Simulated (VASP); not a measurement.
# The low-index faces of Zr

Aim: compare the low-index faces of Zr at one level of theory.

Calculated with VASP 6.6.1; PBE; plane waves and PAW (Zr_sv).

### 1. The structure

Symmetry: P6_3/mmc, No. 194, hexagonal system. Conventional cell: a = 3.230 Å, b = 3.230 Å, c = 5.145 Å, α = 90.00°, β = 90.00°, γ = 120.00°. Nearest to Zr lie 12 Zr at 3.18 to 3.23 Å.

### 2. The bulk reference, job relaxation, k-mesh 14×14×8

The bulk crystal is relaxed first, so that the slabs are cut at this functional's lattice.

Contents of INCAR:

```
SYSTEM = Zr
PREC = Accurate
ENCUT = 420
EDIFF = 1E-06
NELM = 120
ISMEAR = 1
SIGMA = 0.15
LREAL = .FALSE.
ALGO = Normal
GGA = PE
NBANDS = 18
LASPH = .TRUE.
LORBIT = 11
LWAVE = .FALSE.
LCHARG = .FALSE.
KPAR = 4
IBRION = 2
NSW = 30
ISIF = 3
EDIFFG = -0.01
POTIM = 0.4
```

Contents of POSCAR:

```
Zr
1.0
    3.2300000000      0.0000000000      0.0000000000
   -1.6150000000      2.7972620542      0.0000000000
    0.0000000000      0.0000000000      5.1453900000
Zr
2
Direct
    0.0000000000      0.0000000000      0.0000000000
    0.3333333333      0.6666666667      0.5000000000
```

Contents of KPOINTS:

```
Automatic mesh
0
Gamma
14 14 8
0 0 0
```

Potentials, in the order of the species: Zr_sv (PBE family, release 64).

Launch:

```bash
$ mpirun -np 4 vasp_std
```

The program printed:

```text
[banner, memory and clock lines left out]
running    4 mpi-ranks, on    1 nodes
 distrk:  each k-point on    1 cores,    4 groups
 distr:  one band on    1 cores,    1 groups

 POSCAR found type information on POSCAR Zr
 POSCAR found :  1 types and       2 ions
 LDA part: xc-table for (Slater+PW92), standard interpolation
 POSCAR, INCAR and KPOINTS ok, starting setup
 FFT: planning ... GRIDC
 FFT: planning ... GRID_SOFT
 FFT: planning ... GRID
 WAVECAR not read
 entering main loop
       N       E                     dE             d eps       ncg     rms          rms(c)
DAV:   1     0.190097358433E+03    0.19010E+03   -0.12076E+04  4320   0.114E+03
DAV:   2    -0.578599909556E+01   -0.19588E+03   -0.19294E+03  5128   0.349E+02
DAV:   3    -0.175128011585E+02   -0.11727E+02   -0.11634E+02  7786   0.625E+01
DAV:   4    -0.177420951134E+02   -0.22929E+00   -0.22911E+00  5072   0.899E+00
DAV:   5    -0.177494923747E+02   -0.73973E-02   -0.73917E-02  6444   0.113E+00    0.143E+01
DAV:   6    -0.171491603405E+02    0.60033E+00   -0.94939E-01  4668   0.771E+00    0.565E+00
DAV:   7    -0.170322939523E+02    0.11687E+00   -0.61690E-01  6098   0.541E+00    0.113E+00
DAV:   8    -0.170382935771E+02   -0.59996E-02   -0.40481E-02  5672   0.150E+00    0.286E-01
DAV:   9    -0.170384792852E+02   -0.18571E-03   -0.17736E-03  5340   0.393E-01    0.375E-02
DAV:  10    -0.170384314196E+02    0.47866E-04   -0.42383E-05  5890   0.405E-02    0.245E-02
DAV:  11    -0.170384320753E+02   -0.65576E-06   -0.10762E-05  4838   0.366E-02    0.365E-03
DAV:  12    -0.170384320651E+02    0.10201E-07   -0.39353E-07  2692   0.443E-03
   1 F= -.17038432E+02 E0= -.17038610E+02  d E =-.170384E+02
 curvature:   0.00 expect dE= 0.000E+00 dE for cont linesearch  0.000E+00
 trial: gam= 0.00000 g(F)=  0.771E-47 g(S)=  0.197E-02 ort = 0.000E+00 (trialstep = 0.100E+01)
 search vector abs. value=  0.197E-02
 bond charge predicted
       N       E                     dE             d eps       ncg     rms          rms(c)
DAV:   1    -0.170597031584E+02   -0.21271E-01   -0.71332E-01  5010   0.794E+00    0.134E+00
DAV:   2    -0.170416808136E+02    0.18022E-01   -0.61414E-02  5220   0.211E+00    0.448E-01
DAV:   3    -0.170379062214E+02    0.37746E-02   -0.23786E-02  6270   0.105E+00    0.261E-01
DAV:   4    -0.170384625644E+02   -0.55634E-03   -0.16721E-03  5590   0.202E-01    0.105E-01
DAV:   5    -0.170388637372E+02   -0.40117E-03   -0.12914E-03  6480   0.183E-01    0.485E-02
DAV:   6    -0.170388646073E+02   -0.87016E-06   -0.52410E-05  5146   0.545E-02    0.119E-02
DAV:   7    -0.170388638848E+02    0.72256E-06   -0.22542E-06  3796   0.140E-02
   2 F= -.17038864E+02 E0= -.17039131E+02  d E =-.431820E-03
[...]
3 F= -.17039057E+02 E0= -.17039291E+02  d E =-.624757E-03
[...]
4 F= -.17039058E+02 E0= -.17039293E+02  d E =-.625447E-03
 curvature:  -0.33 expect dE=-0.191E-04 dE for cont linesearch -0.106E-08
 trial: gam= 0.02794 g(F)=  0.200E-46 g(S)=  0.575E-04 ort = 0.250E-05 (trialstep = 0.931E+00)
 search vector abs. value=  0.591E-04
 bond charge predicted
       N       E                     dE             d eps       ncg     rms          rms(c)
DAV:   1    -0.170392678461E+02   -0.20994E-03   -0.10033E-02  4340   0.869E-01    0.790E-02
DAV:   2    -0.170391324040E+02    0.13544E-03   -0.32483E-04  4620   0.135E-01    0.358E-02
DAV:   3    -0.170390948743E+02    0.37530E-04   -0.14103E-04  5358   0.812E-02    0.940E-03
DAV:   4    -0.170390962105E+02   -0.13361E-05   -0.34939E-06  4276   0.141E-02    0.376E-03
DAV:   5    -0.170390967897E+02   -0.57921E-06   -0.58663E-07  2496   0.583E-03
   5 F= -.17039097E+02 E0= -.17039324E+02  d E =-.392772E-04
 trial-energy change:   -0.000039  1 .order   -0.000039   -0.000054   -0.000025
 step:   1.7217(harm=  1.7217)  dis= 0.00000  next Energy=   -17.039107 (dE=-0.495E-04)
 reached required accuracy - stopping structural energy minimisation
```

The job ended after 35 s (4 MPI ranks of Intel Xeon Platinum 8259CL at 2.50GHz (Skylake/Cascade Lake), shared host; peak memory 0.74 GiB; 2.3 min of CPU time).

The logs omit lines about the potential files and the build; timing stands in the text.

OUTCAR, selected parts (step 2):

```text
ion  position               nearest neighbor table
   1  0.000  0.000  0.000-   2 3.18   2 3.18   2 3.18   2 3.18   2 3.18   2 3.18
   2  0.333  0.667  0.500-   1 3.18   1 3.18   1 3.18   1 3.18   1 3.18   1 3.18

  LATTYP: Found a hexagonal cell.
 ALAT       =     3.2300000000
 C/A-ratio  =     1.5930000000

 Subroutine GETGRP returns: Found 24 space group operations
 (whereof 12 operations were pure point group operations)

The static configuration has the point symmetry D_3h.
 The point group associated with its full space group is D_6h.

 Found    120 irreducible k-points:

   k-points           NKPTS =    120   k-points in BZ     NKDIM =    120   number of bands    NBANDS=     18

   dimension x,y,z NGX =    24 NGY =   24 NGZ =   36
   dimension x,y,z NGXF=    48 NGYF=   48 NGZF=   72

   ENCUT  =  420.0 eV  30.87 Ry    5.56 a.u.   5.40  5.40  8.60*2*pi/ulx,y,z

   NELECT =      24.0000    total number of electrons

 k-points in reciprocal lattice and weights: Automatic mesh
   0.00000000  0.00000000  0.00000000       0.001
   0.07142857  0.00000000  0.00000000       0.004
   0.14285714  0.00000000  0.00000000       0.004
   0.21428571  0.00000000  0.00000000       0.004
   0.28571429  0.00000000  0.00000000       0.004
   0.35714286 -0.00000000  0.00000000       0.004
   0.42857143  0.00000000  0.00000000       0.004
   0.50000000  0.00000000  0.00000000       0.002
   0.07142857  0.07142857  0.00000000       0.004
[...]
0.28571429  0.28571429  0.50000000       0.004
   0.35714286  0.28571429  0.50000000       0.004

 average (electrostatic) potential at core
       1 -74.6930       2 -74.6930

 E-fermi :   8.9706

 k-point     1 :       0.0000    0.0000    0.0000
  band No.  band energies     occupation
    ...
      6     -17.4356      2.00000
      7     -17.4240      2.00000
      8     -17.4240      2.00000
      9       3.2923      2.00000
     10       5.9212      2.00000
     11       9.8084     -0.00000
     12       9.8084     -0.00000
     13       9.9257     -0.00000
     14      10.0697     -0.00000
     15      10.4901     -0.00000
    ...

 k-point     2 :       0.0714    0.0000    0.0000
  band No.  band energies     occupation
    ...
      6     -17.4597      2.00000
      7     -17.4422      2.00000
      8     -17.4285      2.00000
      9       3.4351      2.00000
     10       6.0525      2.00000
     11       9.4407     -0.00009
     12       9.7834     -0.00000
     13       9.9405     -0.00000
     14      10.2113     -0.00000
     15      10.3704     -0.00000
    ...

 k-point     3 :       0.1429    0.0000    0.0000
  band No.  band energies     occupation
    ...
      7     -17.4618      2.00000
      8     -17.4420      2.00000
      9       3.8441      2.00000
     10       6.4050      2.00000
     11       8.9469      1.26411
     12       9.1193     -0.04840
     13      10.0301     -0.00000
     14      10.3301     -0.00000
     15      10.6161     -0.00000
     16      10.6465     -0.00000
    ...

  Total       -0.0178950     -0.0178950      0.0101159      0.0000000      0.0000000     -0.0000000
  in kB       -0.6128043     -0.6128043      0.3464134      0.0000000      0.0000000     -0.0000000
  external PRESSURE =      -0.2930651 kB  Pullay stress =       0.0000000 kB

  energy-cutoff  :      420.00
  volume of cell :       46.79
      direct lattice vectors                 reciprocal lattice vectors
     3.233939750 -0.000000000 -0.000000000     0.309220356  0.178528456 -0.000000000
    -1.616969875  2.800673978  0.000000000     0.000000000  0.357056911  0.000000000
     0.000000000 -0.000000000  5.165671744     0.000000000  0.000000000  0.193585665

 POSITION                                       TOTAL-FORCE (eV/Angst)
 -----------------------------------------------------------------------------------
      0.00000     -0.00000      5.16567        -0.000000      0.000000      0.000000
     -0.00000      1.86712      2.58284         0.000000     -0.000000     -0.000000
 -----------------------------------------------------------------------------------
    total drift:                                0.000000     -0.000000     -0.000000

  FREE ENERGIE OF THE ION-ELECTRON SYSTEM (eV)
  ---------------------------------------------------
  free  energy   TOTEN  =       -17.0390967897 eV

  energy  without entropy=      -17.0397790906  energy(sigma->0) =      -17.03932422

 reached required accuracy - stopping structural energy minimisation

 total charge
# of ion       s       p       d       tot
------------------------------------------
    1        2.232   5.960   1.619   9.811
    2        2.232   5.960   1.619   9.811
--------------------------------------------------
tot          4.464  11.920   3.238  19.622

[... 3 further parts left out ...]
```

The run keeps the 24 symmetry operations of its start, so it cannot find a distortion of lower symmetry.

Step by step:

| step | energy less that of the first step (eV) | largest force (eV/Å) | pressure (GPa) | volume (Å³) |
| --- | --- | --- | --- | --- |
| 1 | 0.0000 | 0.0000 | 0.60 | 46.49 |
| 2 | -0.0004 | 0.0000 | -0.37 | 46.96 |
| 3 | -0.0006 | 0.0000 | -0.03 | 46.79 |
| 4 | -0.0006 | 0.0000 | -0.03 | 46.80 |
| 5 | -0.0007 | 0.0000 | -0.03 | 46.79 |

| conventional cell, symmetrised | before | after | change |
| --- | --- | --- | --- |
| a (Å) | 3.230 | 3.234 | +0.1 % |
| b (Å) | 3.230 | 3.234 | +0.1 % |
| c (Å) | 5.145 | 5.166 | +0.4 % |
| volume (Å³/atom) | 23.24 | 23.39 | +0.6 % |

The relaxed structure:

```xyz
2
Lattice="3.2339 0.0000 0.0000 -1.6170 2.8007 0.0000 0.0000 0.0000 5.1657" Properties=species:S:1:pos:R:3 pbc="T T T"
Zr    0.0000    0.0000    0.0000
Zr    0.0000    1.8671    2.5828
```

This step gave:

```
electronic cycles       : 34
electrons               : 24
free energy (TOTEN)     : -17.04 eV
energy at zero smearing : -17.04 eV
Fermi energy            : 8.971 eV
metallic                : yes
```

The run ended after 5 ionic steps, 0.001 eV below its first step, once forces and stress met EDIFFG = -0.01.

Energy at zero smearing: -17.03932 eV.

### 3. The bulk reference, job self-consistent run, k-mesh 17×17×9

Contents of INCAR:

```
SYSTEM = Zr
PREC = Normal
ENCUT = 320
EDIFF = 1E-06
NELM = 120
ISMEAR = 1
SIGMA = 0.15
LREAL = .FALSE.
ALGO = Fast
GGA = PE
NBANDS = 18
LASPH = .TRUE.
LORBIT = 11
LWAVE = .FALSE.
LCHARG = .FALSE.
KPAR = 4
```

Contents of POSCAR:

```
Zr
1.0
    3.2339397499      0.0000000000      0.0000000000
   -1.6169698749      2.8006739777      0.0000000000
    0.0000000000      0.0000000000      5.1656717439
Zr
2
Direct
    0.0000000000      0.0000000000      0.0000000000
    0.3333333333      0.6666666667      0.5000000000
```

Contents of KPOINTS:

```
Automatic mesh
0
Gamma
17 17 9
0 0 0
```

Launch:

```bash
$ mpirun -np 4 vasp_std
```

The program printed:

```text
[... set-up lines as in an earlier step ...]
 entering main loop
       N       E                     dE             d eps       ncg     rms          rms(c)
DAV:   1     0.154808593005E+03    0.15481E+03   -0.10578E+04  5948   0.944E+02
DAV:   2    -0.787082525575E+01   -0.16268E+03   -0.16021E+03  7190   0.307E+02
DAV:   3    -0.175858298364E+02   -0.97150E+01   -0.96243E+01 10614   0.531E+01
DAV:   4    -0.177543758280E+02   -0.16855E+00   -0.16837E+00  7226   0.730E+00
DAV:   5    -0.177590139430E+02   -0.46381E-02   -0.46352E-02  8492   0.845E-01    0.141E+01
RMM:   6    -0.171437328250E+02    0.61528E+00   -0.84010E-01  6134   0.670E+00    0.578E+00
RMM:   7    -0.170107977878E+02    0.13294E+00   -0.83407E-01  6487   0.551E+00    0.115E+00
RMM:   8    -0.170229452537E+02   -0.12147E-01   -0.10623E-01  8055   0.230E+00    0.670E-01
WARNING in EDDRMM: call to ZHEGV failed, returncode =   8  4      9
RMM:   9    -0.170258347676E+02   -0.28895E-02   -0.37624E-02  8810   0.118E+00    0.353E-01
RMM:  10    -0.170249880147E+02    0.84675E-03   -0.10037E-02  7426   0.865E-01    0.134E-01
RMM:  11    -0.170251164776E+02   -0.12846E-03   -0.25412E-03  9348   0.305E-01    0.325E-02
RMM:  12    -0.170251810733E+02   -0.64596E-04   -0.77493E-04 10425   0.140E-01    0.177E-02
RMM:  13    -0.170252159717E+02   -0.34898E-04   -0.28283E-04 10351   0.843E-02    0.110E-02
RMM:  14    -0.170252293032E+02   -0.13331E-04   -0.12627E-04  9928   0.529E-02    0.167E-03
RMM:  15    -0.170252355326E+02   -0.62294E-05   -0.60218E-05  9182   0.346E-02    0.513E-03
RMM:  16    -0.170252396309E+02   -0.40983E-05   -0.31307E-05  8273   0.251E-02    0.129E-03
RMM:  17    -0.170252417017E+02   -0.20708E-05   -0.17226E-05  7163   0.181E-02    0.132E-03
RMM:  18    -0.170252428896E+02   -0.11879E-05   -0.10230E-05  6178   0.143E-02    0.684E-04
RMM:  19    -0.170252437119E+02   -0.82227E-06   -0.65023E-06  5516   0.116E-02
   1 F= -.17025244E+02 E0= -.17025952E+02  d E =0.212444E-02
```

The job ended after 13 s (4 MPI ranks; peak memory 0.6 GiB).

Parts of OUTCAR (step 3):

```text
  LATTYP: Found a hexagonal cell.
 ALAT       =     3.2339397499
 C/A-ratio  =     1.5973308544

 Found    165 irreducible k-points:

   k-points           NKPTS =    165   k-points in BZ     NKDIM =    165   number of bands    NBANDS=     18

   dimension x,y,z NGX =    14 NGY =   14 NGZ =   24
   dimension x,y,z NGXF=    28 NGYF=   28 NGZF=   48

   ENCUT  =  320.0 eV  23.52 Ry    4.85 a.u.   4.72  4.72  7.53*2*pi/ulx,y,z

   NELECT =      24.0000    total number of electrons

 E-fermi :   8.9624

 k-point     1 :       0.0000    0.0000    0.0000
  band No.  band energies     occupation
    ...
      6     -17.4304      2.00000
      7     -17.4181      2.00000
      8     -17.4181      2.00000
      9       3.3280      2.00000
     10       5.9364      2.00000
     11       9.8129     -0.00000
     12       9.8129     -0.00000
     13       9.9293     -0.00000
     14      10.0776     -0.00000
     15      10.4944     -0.00000
    ...

 k-point     2 :       0.0588    0.0000    0.0000
  band No.  band energies     occupation
    ...
      6     -17.4426      2.00000
      7     -17.4350      2.00000
      8     -17.4213      2.00000
      9       3.4248      2.00000
     10       6.0259      2.00000
     11       9.5261     -0.00000
     12       9.8791     -0.00000
     13       9.9026     -0.00000
     14      10.1616     -0.00000
     15      10.4092     -0.00000
    ...

  Total       -0.2579252     -0.2579252     -0.2162553     -0.0000000     -0.0000000     -0.0000000
  in kB       -8.8324898     -8.8324898     -7.4055273     -0.0000000     -0.0000000     -0.0000000
  external PRESSURE =      -8.3568357 kB  Pullay stress =       0.0000000 kB

  energy-cutoff  :      320.00
  volume of cell :       46.79
      direct lattice vectors                 reciprocal lattice vectors
     3.233939750  0.000000000  0.000000000     0.309220356  0.178528456  0.000000000
    -1.616969875  2.800673978  0.000000000     0.000000000  0.357056911  0.000000000
     0.000000000  0.000000000  5.165671744     0.000000000  0.000000000  0.193585665

 POSITION                                       TOTAL-FORCE (eV/Angst)
 -----------------------------------------------------------------------------------
      0.00000      0.00000      0.00000        -0.000000      0.000000      0.000000
     -0.00000      1.86712      2.58284         0.000000     -0.000000      0.000000
 -----------------------------------------------------------------------------------
    total drift:                                0.000000     -0.000000     -0.000000

  FREE ENERGIE OF THE ION-ELECTRON SYSTEM (eV)
  ---------------------------------------------------
  free  energy   TOTEN  =       -17.0252437119 eV

  energy  without entropy=      -17.0273681542  energy(sigma->0) =      -17.02595186

 total charge
# of ion       s       p       d       tot
------------------------------------------
    1        2.229   5.958   1.620   9.807
    2        2.229   5.958   1.620   9.807
--------------------------------------------------
tot          4.457  11.917   3.240  19.614

[... 2 parts as in an earlier step ...]

[... 7 further parts left out ...]
```

Numbers from this step:

- electronic cycles: 19
- free energy (TOTEN): -17.03 eV
- energy at zero smearing: -17.03 eV
- Fermi energy: 8.962 eV

Energy at zero smearing: -17.02595 eV.

The run ends at a pressure of -0.84 GPa.

[end of part 1 of 5]

[Lines on the potential files, build, host, timing and source positions are cut from VASP's logs without a mark.]

[Logs are printed without paths, hosts, clocks, repeated set-up lines and the standing remarks that a program may print on its own settings, such as how far it seeks lower states.]

[Hosts, paths, dates, database ids (printed as entryN), source tags and the programs' standing remarks are cut or masked in the printed files.]

[Runs that stopped without an error message from VASP are left out.]
